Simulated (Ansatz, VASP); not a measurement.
# ZrOs in two plane-wave programs

One calculation is typed for both programs; each brings its own data sets. How far apart do they land? The cell is taken from a series of runs on this material, whose earlier steps may have relaxed, scaled, displaced or heated it; both programs get it as it stands.

Program: Ansatz 0.2.0. Level of theory: plane waves, with VASP 6.6.1 beside it; relaxation of cell and atoms at PBEsol and zone-centre phonons at PBEsol. Results are calculated unless marked as measured.

## (1) The starting structure

It takes space group Pm-3m (No. 221, cubic). Conventional cell: a = 3.247 Å, b = 3.247 Å, c = 3.247 Å, α = 90.00°, β = 90.00°, γ = 90.00°. Zr has 8 Os at 2.81 Å nearest. Nearest to Os lie 8 Zr at 2.81 Å. Farther neighbours are not listed.

## (2) Ansatz: relaxation of cell and atoms, PBEsol

Ansatz runs on its PAW soft_1 files.

The relaxed volume is the usual yardstick between codes: in a stiff, nearly cubic crystal its relative difference is about their pressure difference at one cell divided by the bulk modulus.

The input, input.yaml:

```yaml
crystal:
  lattice:
    - [3.247424316, 0.0, 0.0]
    - [0.0, 3.247424316, 0.0]
    - [0.0, 0.0, 3.247424316]
  atoms:
    - { symbol: Zr, position: [0.5, 0.5, 0.5] }
    - { symbol: Os, position: [0.0, 0.0, 0.0] }
kpoints:
  mp_grid: { grid: [16, 16, 16] }
hamiltonian:
  xc: pbesol
  pseudopotentials: { kind: paw, azcp: { folder: soft_1 }, xc_functional: pbe }
scf:
  occupations: { method: methfessel_paxton, width: 0.2 }
output:
  forces: true
  stress: true
  eigenvalues: true
relax:
  adjacent_minimum: "off"
  f_tol: 0.001
  max_steps: 60
  cell: { stress_tol: 0.01 }
```

The run is started by

```sh
> ansatz run input.yaml --threads 4 --pin off --max-ram 10240MiB --backend cpu --events-out ev --progress --plain --runs-dir out
```

Numbers of over 12 decimals in the logs are rounded to 6 here.

Log:

```text
Engine: ansatz 0.2.0, aarch64-unknown-linux-gnu
Pseudopotentials: kind: paw
Pseudopotential: Zr, paw, valence charge 12, recommended cutoff 420 eV (normal), soft_1/Zr.paw.azcp
Pseudopotential: Os, paw, valence charge 16, recommended cutoff 420 eV (normal), soft_1/Os.paw.azcp
Functional definition: PBEsol
  exchange = pbesol_x
  correlation = pbesol_c
Crystal: 2 atoms, lattice volume = 34.247 Å³
Basis set: ecut = 420 eV, 691 PW (Γ), exchange–correlation on 48×48×48 points (8 copies of the dense FFT grid, shifted against one another)
Bands: 18, of which v1, the nominal top of the filled ones, is band 14 counted from 1 (13 counted from 0)
Symmetry: 48 space group operations
Space group: Pm-3m (ITA 221), of the structure as read, at distance tolerance 3.2e-5 Å
k-points: 165 of 4096
Non-local potential: Zr, projectors of the file, l = 0: 3, l = 1: 2, l = 2: 2, l = 3: 1
Non-local potential: Os, projectors of the file, l = 0: 3, l = 1: 2, l = 2: 2, l = 3: 1
PAW form: soft (Blöchl's): semilocal exchange-correlation on the pseudo side does not see the compensation charge
PAW frozen core: Zr, regenerated for the run's functional, and the local potential with it (the file was generated under x = pbe(κ = 0.804, μ = 0.219515), c = pbe(β = 0.066725))
PAW frozen core: Os, regenerated for the run's functional, and the local potential with it (the file was generated under x = pbe(κ = 0.804, μ = 0.219515), c = pbe(β = 0.066725))
PAW one-centre angular grid: Zr, 590 points (default); XC on 64 Gauss nodes
PAW one-centre angular grid: Os, 590 points (default); XC on 64 Gauss nodes
Initial density: superposition of atomic densities (chi_scale 0.1, normalization cell, long waves kept (reshape's long-wave potential 0.00 eV rms))
Initial wavefunctions: pseudopotential atomic-orbital guess
Functional: x = pbesol(κ = 0.804, μ = 0.123457), c = pbesol(β = 0.046)
SCF iter   1: F=—  HF=-15383.447893 eV  |F-HF|=—  |Δ(HF+E_count)|=         —  Δρ=1.26e-1  dr2=8.94e0  ethr=3.10e-3  ⟨swp⟩=4.3  Hψ=11919  notcnv=0
preconditioner: auto → none  [metal: Δε(μ)=0.065 eV  Ē_g=5.175 eV  σ=0.200 eV  W_gap=0.27  n_scr=6 (ndim 8)  ℏωp=22.0 eV  f_vac=0.000  D(μ)=0.49/eV (n_scr^D=0)  sad-step TF]
SCF iter   2: F=—  HF=-15382.699497 eV  |F-HF|=—  |Δ(HF+E_count)|=   7.48e-1  S|Δr|=    0.00e0  Δρ=8.59e-2  dr2=4.53e0  ethr=3.10e-3  ⟨swp⟩=2.2  Hψ=5098  notcnv=0
SCF iter   3: F=—  HF=-15382.041231 eV  |F-HF|=—  |Δ(HF+E_count)|=   6.58e-1  S|Δr|=    0.00e0  Δρ=9.89e-3  dr2=2.81e-2  ethr=3.10e-3  ⟨swp⟩=2.1  Hψ=4675  notcnv=0
SCF iter   4: F=—  HF=-15382.036771 eV  |F-HF|=—  |Δ(HF+E_count)|=   4.46e-3  S|Δr|=    0.00e0  Δρ=1.64e-3  dr2=7.54e-4  ethr=1.00e-4  ⟨swp⟩=1.4  Hψ=4355  notcnv=0
SCF iter   5: F=—  HF=-15382.036530 eV  |F-HF|=—  |Δ(HF+E_count)|=   2.41e-4  S|Δr|=    0.00e0  Δρ=2.74e-4  dr2=1.34e-5  ethr=2.69e-6  ⟨swp⟩=2.0  Hψ=5112  notcnv=0
SCF iter   6: F=—  HF=-15382.036532 eV  |F-HF|=—  |Δ(HF+E_count)|=   2.31e-6  S|Δr|=    0.00e0  Δρ=3.59e-5  dr2=1.14e-7  ethr=4.78e-8  ⟨swp⟩=2.2  Hψ=5036  notcnv=0
SCF iter   7: F=-15382.036532 eV  HF=-15382.036532 eV  |F-HF|=1.25e-8  |Δ(HF+E_count)|=   6.72e-8  S|Δr|=    0.00e0  Δρ=7.07e-6  dr2=1.53e-8  ethr=3.57e-10  ⟨swp⟩=5.1  Hψ=12115  notcnv=0
SCF 1 converged in 7 iterations: F = -15382.036532 eV  dr2 = 1.53e-8
  greatest PAW one-centre occupation: 1.000 electrons in one spin orbital (limit 2), on the Os atom at site 1 (counted from 0), in its partial waves of l = 0
relax step   1: F+E_penalty+E_count = -15382.03653216 eV  Δ(F+E_penalty+E_count) = +0.000e0 eV  max|allowed force component| = 4.339e-30 eV/Å  Δτ_max = 0.0000 Å  P = -0.043 GPa  Ω = 34.247 Å³  (7 SCF iters, dr2 threshold 1.00e-7 eV, accepted)
[...]
relax step   2: F+E_penalty+E_count = -15382.03653183 eV  Δ(F+E_penalty+E_count) = +3.287e-7 eV  max|allowed force component| = 1.446e-29 eV/Å  Δτ_max = 0.0000 Å  P = +0.125 GPa  Ω = 34.221 Å³  energy of the carried Pulay correction = +6.222e-6 eV  (4 SCF iters, dr2 threshold 4.63e-9 eV, rejected (line search))
[...]
relax step   3: F+E_penalty+E_count = -15382.03653465 eV  Δ(F+E_penalty+E_count) = -2.492e-6 eV  max|allowed force component| = 3.471e-29 eV/Å  Δτ_max = 0.0000 Å  P = -0.000 GPa  Ω = 34.240 Å³  energy of the carried Pulay correction = +1.593e-6 eV  (6 SCF iters, accepted)
[...]
relax step   4: F+E_penalty+E_count = -15382.03653218 eV  Δ(F+E_penalty+E_count) = +2.474e-6 eV  max|allowed force component| = 6.337e-29 eV/Å  Δτ_max = 0.0000 Å  P = -0.000 GPa  Ω = 34.240 Å³  stress off target by 6.77e-5 GPa  SCF on the basis re-selected at this cell (its energy is not comparable with the rows above)  (4 SCF iters)
basis re-selected at this cell: Δ(F+E_penalty+E_count) = +2.474e-6 eV, ΔP = +0.000 GPa vs the last step (what re-selecting the basis moved, of the pressure what is left beyond the Pulay correction that the steps carried, after the strain that the cell walked since its last selection, with what the two solves' SCF thresholds leave and, on support functions, any second-order correction that the steps lacked; it is no m [...]
SCF converged after 4 iterations
Stability not checked: this state was not tested for a lower state beside it, because cold or Methfessel-Paxton smearing, or corrected tetrahedra, fill the levels in a way that the test cannot read (fill_not_monotonic; see scf.lower_state_search)
Free energy (F): -15382.036532 eV
Harris-Foulkes:  -15382.036532 eV  (|F-HF|=1.82e-12)
Internal energy: -15382.036114 eV  (E = F + TS)
E sigma→0 (E₀):  -15382.036428 eV
Entropy (-TS):   -0.000418 eV (-0.209 meV/atom)
Fermi energy:    19.954505 eV
--- Per-component energies (eV) ---
  E_band       = -177.940849
  E_kinetic    = 810.227057
  E_local      = -1628.789667  (includes V_loc(G=0)·N_el)
  E_nonlocal   = 276.796851
  E_hartree    = 570.703569
  E_xc         = -387.088814
  E_vxc        = -429.490350  (∫ρ·V_xc dr)
  E_paw        = -11825.142658  (= ΣΔE_a)
  E_vpaw       = -348.092306  (= ΣTr[D̂ρ^β])
  E_aug_tail   = 0.000434  (compensation charges beyond the density's cutoff)
  E_ewald      = -3199.156604
  E_core_change = 0.413719  (= ΣΔE_core)
  E_smearing   = -0.000418  (= −TS)
  E_closure    = 0.000000  (closes the sum)
  Σ components = -15382.036532   (vs F -15382.036532, Δ=0.00e0)
--- Forces (eV/Å), atoms counted from 1 ---
  atom   1  Zr     0.00000000     0.00000000    -0.00000000
  atom   2  Os    -0.00000000     0.00000000    -0.00000000
  max |Σ_I F_I| component: 8.36e-29 eV/Å
--- Stress (GPa, compression-positive) ---
       -0.000068       0.000000       0.000000
        0.000000      -0.000068       0.000000
        0.000000       0.000000      -0.000068
  P = ⅓ Tr σ = -0.0001 GPa (-0.001 kbar)
--- Band table (eV; the first three rows and the last of 165) ---
  k-point 0: bands = [... 10 lower, 14.7228, 18.4197, 18.4197, 18.4197, 22.1982, 22.1982, 25.3406, 25.3406]
  k-point 1: bands = [... 10 lower, 14.7941, 18.4091, 18.4091, 18.4471, 22.0809, 22.2382, 24.9411, 24.9411]
  k-point 2: bands = [... 10 lower, 14.9990, 18.3813, 18.3813, 18.5272, 21.7502, 22.3459, 24.1485, 24.1485]
  k-point 164: bands = [... 10 lower, 17.1259, 17.8452, 17.8452, 17.8452, 20.6548, 20.6548, 23.9945, 25.3932]
--- Relaxed structure (3 steps of the walk, 2 accepted, 1 SCFs on fresh bases) ---
  F+E_penalty+E_count = -15382.03653218 eV   max|allowed force component| = 6.337e-29 eV/Å   (the final SCF, on the basis selected at the relaxed cell)
  cell:  # Å, volume = 34.2400 Å³
    - [3.247216, 0.0, 0.0]
    - [0.0, 3.247216, 0.0]
    - [0.0, 0.0, 3.247216]
  atoms:
    - { symbol: Zr, position: [0.500000, 0.500000, 0.500000] }
    - { symbol: Os, position: [0, 0.0, 0.0] }
```

## (3) VASP: relaxation of cell and atoms, PBEsol

The same cell, functional, mesh and smearing now go to VASP, with its own data sets.

Lines of VASP's logs that name or quote its potential files are left out, and so is its time.

The input, INCAR:

```
SYSTEM = ZrOs
PREC = Accurate
ENCUT = 600
EDIFF = 1E-07
NELM = 120
ISMEAR = 1
SIGMA = 0.2
LREAL = .FALSE.
ALGO = Normal
GGA = PS
NBANDS = 16
LASPH = .TRUE.
LORBIT = 11
LWAVE = .FALSE.
LCHARG = .FALSE.
ISIF = 3
IBRION = 2
NSW = 80
EDIFFG = -0.005
GGA_COMPAT = .FALSE.
NELMIN = 4
KPAR = 2
```

The input, POSCAR:

```
ZrOs
1.0
    3.2474240000      0.0000000000      0.0000000000
    0.0000000000      3.2474240000      0.0000000000
    0.0000000000      0.0000000000      3.2474240000
Zr Os
1 1
Direct
    0.5000000000      0.5000000000      0.5000000000
    0.0000000000      0.0000000000      0.0000000000
```

The input, KPOINTS:

```
Automatic mesh
0
Gamma
16 16 16
0 0 0
```

PAW data sets: Zr_sv and Os (PBE family, release 64).

The run is started by

```sh
> mpirun -np 2 vasp_std
```

Log:

```text
[banner, memory and clock lines left out]
running    2 mpi-ranks, on    1 nodes
 distrk:  each k-point on    1 cores,    2 groups
 distr:  one band on    1 cores,    1 groups

 POSCAR found type information on POSCAR ZrOs
 POSCAR found :  2 types and       2 ions
|                                                                             |
|               ----> ADVICE to this user running VASP <----                  |
|                                                                             |
|     You enforced a specific xc type in the INCAR file but a different       |
|     [... a line on the potential file left out ...]
|     I HOPE YOU KNOW WHAT YOU ARE DOING!                                     |
|                                                                             |

 LDA part: xc-table for (Slater+PW92), standard interpolation
 POSCAR, INCAR and KPOINTS ok, starting setup
 FFT: planning ... GRIDC
 FFT: planning ... GRID_SOFT
 FFT: planning ... GRID
 WAVECAR not read
 entering main loop
       N       E                     dE             d eps       ncg     rms          rms(c)
DAV:   1     0.168457587808E+03    0.16846E+03   -0.11490E+04  5408   0.137E+03
DAV:   2    -0.132119511530E+02   -0.18167E+03   -0.17389E+03  6088   0.390E+02
DAV:   3    -0.231235683630E+02   -0.99116E+01   -0.98057E+01  9048   0.770E+01
DAV:   4    -0.234370313445E+02   -0.31346E+00   -0.31329E+00  6168   0.919E+00
DAV:   5    -0.234428685450E+02   -0.58372E-02   -0.58366E-02  7936   0.125E+00    0.206E+01
DAV:   6    -0.226428222471E+02    0.80005E+00   -0.11744E+00  5896   0.846E+00    0.861E+00
DAV:   7    -0.224550446352E+02    0.18778E+00   -0.78580E-01  6752   0.639E+00    0.230E+00
DAV:   8    -0.224192786551E+02    0.35766E-01   -0.17472E-01  6904   0.313E+00    0.824E-01
DAV:   9    -0.224183040577E+02    0.97460E-03   -0.14341E-02  5992   0.117E+00    0.787E-02
DAV:  10    -0.224183107003E+02   -0.66426E-05   -0.25977E-04  7584   0.147E-01    0.420E-02
DAV:  11    -0.224183231835E+02   -0.12483E-04   -0.27021E-05  7952   0.447E-02    0.858E-03
DAV:  12    -0.224183232557E+02   -0.72258E-07   -0.19822E-06  6856   0.122E-02    0.297E-03
DAV:  13    -0.224183230855E+02    0.17022E-06   -0.15067E-07  4800   0.334E-03    0.685E-04
DAV:  14    -0.224183230410E+02    0.44523E-07   -0.85824E-09  3040   0.841E-04
   1 F= -.22418323E+02 E0= -.22418166E+02  d E =-.224183E+02
 curvature:   0.00 expect dE= 0.000E+00 dE for cont linesearch  0.000E+00
 trial: gam= 0.00000 g(F)=  0.000E+00 g(S)=  0.410E-04 ort = 0.000E+00 (trialstep = 0.100E+01)
 search vector abs. value=  0.410E-04
 bond charge predicted
       N       E                     dE             d eps       ncg     rms          rms(c)
DAV:   1    -0.224186519104E+02   -0.32882E-03   -0.11725E-02  5360   0.100E+00    0.236E-01
DAV:   2    -0.224183616524E+02    0.29026E-03   -0.11578E-03  6024   0.323E-01    0.711E-02
DAV:   3    -0.224182999271E+02    0.61725E-04   -0.42784E-04  7832   0.147E-01    0.362E-02
DAV:   4    -0.224182834030E+02    0.16524E-04   -0.10388E-04  8016   0.698E-02    0.255E-02
DAV:   5    -0.224182876207E+02   -0.42177E-05   -0.41316E-06  8576   0.134E-02    0.137E-02
DAV:   6    -0.224182898838E+02   -0.22631E-05   -0.79610E-06  8416   0.142E-02    0.247E-03
DAV:   7    -0.224182898729E+02    0.10871E-07   -0.15571E-07  4248   0.327E-03
   2 F= -.22418290E+02 E0= -.22418126E+02  d E =0.331681E-04
 trial-energy change:    0.000033  1 .order    0.000031   -0.000041    0.000102
 step:   0.2658(harm=  0.2861)  dis= 0.00000  next Energy=   -22.418328 (dE=-0.541E-05)
 bond charge predicted
       N       E                     dE             d eps       ncg     rms          rms(c)
DAV:   1    -0.224185217569E+02   -0.23187E-03   -0.63265E-03  5384   0.736E-01    0.173E-01
DAV:   2    -0.224183622481E+02    0.15951E-03   -0.62037E-04  5976   0.237E-01    0.519E-02
DAV:   3    -0.224183285763E+02    0.33672E-04   -0.23078E-04  7848   0.108E-01    0.266E-02
DAV:   4    -0.224183207704E+02    0.78059E-05   -0.55109E-05  8000   0.509E-02    0.188E-02
DAV:   5    -0.224183245336E+02   -0.37632E-05   -0.22639E-06  8576   0.981E-03    0.101E-02
DAV:   6    -0.224183281543E+02   -0.36207E-05   -0.42858E-06  8432   0.104E-02    0.182E-03
DAV:   7    -0.224183281734E+02   -0.19123E-07   -0.78772E-08  3192   0.239E-03
   3 F= -.22418328E+02 E0= -.22418169E+02  d E =-.513239E-05
 curvature:  -0.14 expect dE=-0.682E-08 dE for cont linesearch -0.682E-08
 trial: gam=-0.03294 g(F)=  0.450E-64 g(S)=  0.477E-07 ort = 0.140E-05 (trialstep = 0.853E+00)
 search vector abs. value=  0.155E-09
 reached required accuracy - stopping structural energy minimisation
```

From OUTCAR (step 3):

```text
ion  position               nearest neighbor table
   1  0.500  0.500  0.500-   2 2.81   2 2.81   2 2.81   2 2.81   2 2.81   2 2.81   2 2.81   2 2.81

  LATTYP: Found a simple cubic cell.
 ALAT       =     3.2474240000

 Subroutine GETGRP returns: Found 48 space group operations
 (whereof 48 operations were pure point group operations)

The static configuration has the point symmetry O_h .

 Found    165 irreducible k-points:

   k-points           NKPTS =    165   k-points in BZ     NKDIM =    165   number of bands    NBANDS=     16

   dimension x,y,z NGX =    28 NGY =   28 NGZ =   28
   dimension x,y,z NGXF=    56 NGYF=   56 NGZF=   56

   ENCUT  =  600.0 eV  44.10 Ry    6.64 a.u.   6.49  6.49  6.49*2*pi/ulx,y,z

   NELECT =      20.0000    total number of electrons

 k-points in reciprocal lattice and weights: Automatic mesh
   0.00000000  0.00000000  0.00000000       0.000
   0.06250000  0.00000000  0.00000000       0.001
   0.12500000  0.00000000  0.00000000       0.001
   0.18750000  0.00000000  0.00000000       0.001
   0.25000000  0.00000000  0.00000000       0.001
   0.31250000  0.00000000  0.00000000       0.001
   0.37500000  0.00000000  0.00000000       0.001
   0.43750000  0.00000000  0.00000000       0.001
   0.50000000  0.00000000  0.00000000       0.001
[...]
0.50000000  0.50000000  0.43750000       0.001
   0.50000000  0.50000000  0.50000000       0.000

 average (electrostatic) potential at core
       1 -73.3290       2 -41.9364

 E-fermi :   9.7961

 k-point     1 :       0.0000    0.0000    0.0000
  band No.  band energies     occupation
    ...
      6       4.5677      2.00000
      7       4.5677      2.00000
      8       8.2553      2.00000
      9       8.2553      2.00000
     10       8.2553      2.00000
     11      12.0304     -0.00000
     12      12.0304     -0.00000
     13      15.1716      0.00000
     14      15.1716      0.00000
     15      15.1716      0.00000
    ...

 k-point     2 :       0.0625    0.0000    0.0000
  band No.  band energies     occupation
    ...
      6       4.6083      2.00000
      7       4.6387      2.00000
      8       8.2447      2.00000
      9       8.2448      2.00000
     10       8.2826      2.00000
     11      11.9150     -0.00000
     12      12.0702     -0.00000
     13      14.7774      0.00000
     14      14.7774      0.00000
     15      15.1044      0.00000
    ...

 k-point     3 :       0.1250    0.0000    0.0000
  band No.  band energies     occupation
    ...
      6       4.7290      2.00000
      7       4.8430      2.00000
      8       8.2171      2.00000
      9       8.2171      2.00000
     10       8.3625      2.00000
     11      11.5889     -0.00000
     12      12.1771     -0.00000
     13      13.9910      0.00000
     14      13.9910      0.00000
     15      14.9126      0.00000
    ...

  Total        0.0008120      0.0008120      0.0008120     -0.0000000      0.0000000     -0.0000000
  in kB        0.0379732      0.0379732      0.0379732     -0.0000000      0.0000000     -0.0000000
  external PRESSURE =       0.0379732 kB  Pullay stress =       0.0000000 kB

  energy-cutoff  :      600.00
  volume of cell :       34.26
      direct lattice vectors                 reciprocal lattice vectors
     3.247919746 -0.000000000  0.000000000     0.307889381  0.000000000  0.000000000
    -0.000000000  3.247919746  0.000000000     0.000000000  0.307889381  0.000000000
    -0.000000000 -0.000000000  3.247919746    -0.000000000 -0.000000000  0.307889381

 POSITION                                       TOTAL-FORCE (eV/Angst)
 -----------------------------------------------------------------------------------
      1.62396      1.62396      1.62396        -0.000000     -0.000000      0.000000
      0.00000      0.00000      0.00000         0.000000      0.000000      0.000000
 -----------------------------------------------------------------------------------
    total drift:                                0.000000      0.000000      0.000000

  FREE ENERGIE OF THE ION-ELECTRON SYSTEM (eV)
  ---------------------------------------------------
  free  energy   TOTEN  =       -22.4183281734 eV

  energy  without entropy=      -22.4178513303  energy(sigma->0) =      -22.41816923

 reached required accuracy - stopping structural energy minimisation

 total charge
# of ion       s       p       d       tot
------------------------------------------
    1        2.233   6.031   1.648   9.912
    2        0.675   0.506   6.089   7.270
--------------------------------------------------
tot          2.908   6.537   7.737  17.182

[... 3 further parts left out ...]
```

CONTCAR:

```
ZrOs
   1.00000000000000
     3.2479197462920242   -0.0000000000000000    0.0000000000000000
    -0.0000000000000000    3.2479197462920242    0.0000000000000000
    -0.0000000000000000   -0.0000000000000000    3.2479197462920242
  Zr              Os
     1     1
Direct
     0.5000000000000000    0.5000000000000000    0.5000000000000000
     0.0000000000000000    0.0000000000000000    0.0000000000000000
```

The PAW data sets were made with PBE, which is usual practice but a small mismatch for other functionals. The run keeps the 48 symmetry operations of its start, so it cannot find a distortion of lower symmetry.

## (4) Differences

Known differences besides the potentials themselves: the data sets hold 28 valence electrons in Ansatz (on its PAW soft_1 files) and 20 in VASP; the cutoff is 420 eV in Ansatz and 600 eV in VASP; Ansatz makes its cores anew for this functional, VASP keeps those of its PBE data sets; Ansatz adds a Pulay correction to the stress that steers its cell, VASP none. Total energies have different zeros and are not compared.

The two programs side by side:

| quantity | Ansatz | VASP | difference |
| --- | --- | --- | --- |
| volume (Å³) | 34.24 | 34.26 | -0.06 % |
| edge a after relaxation, in the typed setting (Å) | 3.247 | 3.248 | -0.02 % |

(Part 1 of 2 ends here.)

[Lines on the potential files, build, host, timing and source positions are cut from VASP's logs without a mark.]

[Logs are printed without paths, hosts, clocks, repeated set-up lines and the standing remarks that a program may print on its own settings, such as how far it seeks lower states.]

[Hosts, paths, dates, database ids (printed as entryN), source tags and the programs' standing remarks are cut or masked in the printed files.]
